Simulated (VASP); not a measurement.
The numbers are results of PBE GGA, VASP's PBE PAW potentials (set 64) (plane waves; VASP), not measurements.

VASP input:

**INCAR**
```
SYSTEM = ZrC
PREC = Accurate; ENCUT = 520; LREAL = .FALSE.
LASPH = .TRUE.
EDIFF = 1E-6; NELM = 100; ALGO = Normal
LMAXMIX = 4
ISMEAR = 1; SIGMA = 0.1
GGA = PE
ISIF = 2
LWAVE = .FALSE.; LCHARG = .FALSE.
```

File POSCAR:
```
ZrC
1
    0.0000000000     2.3970000000     2.3970000000
    2.3970000000     0.0000000000     2.3970000000
    2.3970000000     2.3970000000     0.0000000000
Zr C
1 1
Direct
  0.0000000000   0.0000000000   0.0000000000
  0.5000000000   0.5000000000   0.5000000000
```

KPOINTS:
```
Automatic mesh
0
Gamma
10 10 10
0 0 0
```

POTCAR, in this order: Zr_sv C (PBE.64 set). Program: vasp_std.

The resulting files:

OSZICAR:
```
       N       E                     dE             d eps       ncg     rms          rms(c)
DAV:   1     0.110748155471E+03    0.11075E+03   -0.89647E+03  1128   0.134E+03
DAV:   2    -0.169063002595E+02   -0.12765E+03   -0.11977E+03  1316   0.330E+02
DAV:   3    -0.227064900919E+02   -0.58002E+01   -0.56918E+01  1612   0.642E+01
DAV:   4    -0.229648737223E+02   -0.25838E+00   -0.25823E+00  1536   0.126E+01
DAV:   5    -0.229690062120E+02   -0.41325E-02   -0.41321E-02  1552   0.163E+00    0.189E+01
DAV:   6    -0.196001927524E+02    0.33688E+01   -0.17916E+01  1280   0.283E+01    0.706E+00
DAV:   7    -0.194283886482E+02    0.17180E+00   -0.93762E-01  1360   0.752E+00    0.514E+00
DAV:   8    -0.194159970618E+02    0.12392E-01   -0.16595E-01  1212   0.376E+00    0.126E+00
DAV:   9    -0.194117844504E+02    0.42126E-02   -0.33900E-02  1456   0.123E+00    0.437E-01
DAV:  10    -0.194120983350E+02   -0.31388E-03   -0.22336E-03  1308   0.595E-01    0.319E-01
DAV:  11    -0.194119013189E+02    0.19702E-03   -0.79159E-04  1272   0.225E-01    0.179E-02
DAV:  12    -0.194119005807E+02    0.73821E-06   -0.13351E-05  1608   0.387E-02    0.122E-02
DAV:  13    -0.194119002438E+02    0.33688E-06   -0.71001E-07   736   0.824E-03
   1 F= -.19411900E+02 E0= -.19411929E+02  d E =0.848763E-04
```

### OUTCAR
```
------------------------ aborting loop because EDIFF is reached ----------------------------------------
  FORCE on cell =-STRESS in cart. coord.  units (eV):
  Direction    XX          YY          ZZ          XY          YZ          ZX
  --------------------------------------------------------------------------------------
  Total       -1.8067041     -1.8067041     -1.8067041      0.0000000      0.0000000     -0.0000000
  in kB     -105.0905151   -105.0905151   -105.0905151      0.0000000      0.0000000     -0.0000000
  external PRESSURE =    -105.0905151 kB  Pullay stress =       0.0000000 kB
  volume of cell :       27.54
      direct lattice vectors                 reciprocal lattice vectors
     0.000000000  2.397000000  2.397000000    -0.208594076  0.208594076  0.208594076
     2.397000000  0.000000000  2.397000000     0.208594076 -0.208594076  0.208594076
     2.397000000  2.397000000  0.000000000     0.208594076  0.208594076 -0.208594076
 POSITION                                       TOTAL-FORCE (eV/Angst)
 -----------------------------------------------------------------------------------
      0.00000      0.00000      0.00000        -0.000000      0.000000     -0.000000
      2.39700      2.39700      2.39700         0.000000      0.000000      0.000000
 -----------------------------------------------------------------------------------
    total drift:                                0.000000      0.000000      0.000000
  FREE ENERGIE OF THE ION-ELECTRON SYSTEM (eV)
  ---------------------------------------------------
  free  energy   TOTEN  =       -19.4119002438 eV

  energy  without entropy=      -19.4119851201  energy(sigma->0) =      -19.41192854
```
(Selected blocks of OUTCAR.)

The compound is ZrC in the rock salt structure. The cell was not relaxed at this level.
